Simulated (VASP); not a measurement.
Input:

```yaml
crystal:
  lattice:
    - [0.00000, 2.86086, 2.86086]
    - [2.86086, 0.00000, 2.86086]
    - [2.86086, 2.86086, 0.00000]
  atoms:
    - { symbol: Li, position: [0.25000, 0.25000, 0.25000] }
    - { symbol: Li, position: [0.75000, 0.75000, 0.75000] }
    - { symbol: S, position: [0.00000, 0.00000, 0.00000] }
```

These are PBEsol GGA, VASP's PBE PAW potentials (set 64) (plane waves; VASP) values and carry that method's errors. Run with 400 eV cut-off, 7×7×7 Γ-centred mesh, Fermi-Dirac smearing of 0.050 eV, potentials Li_sv S.

At this cut-off the stress carries a Pulay error, which pulls relaxed volumes low.

Give the stress tensor in GPa (positive for a compressed cell).

```
-3.38   0.00   0.00
 0.00  -3.38   0.00
 0.00   0.00  -3.38
```
The pressure is its mean diagonal, -3.38 GPa.

The structure is a typed Li2S crystal. The cell was not relaxed at this level.
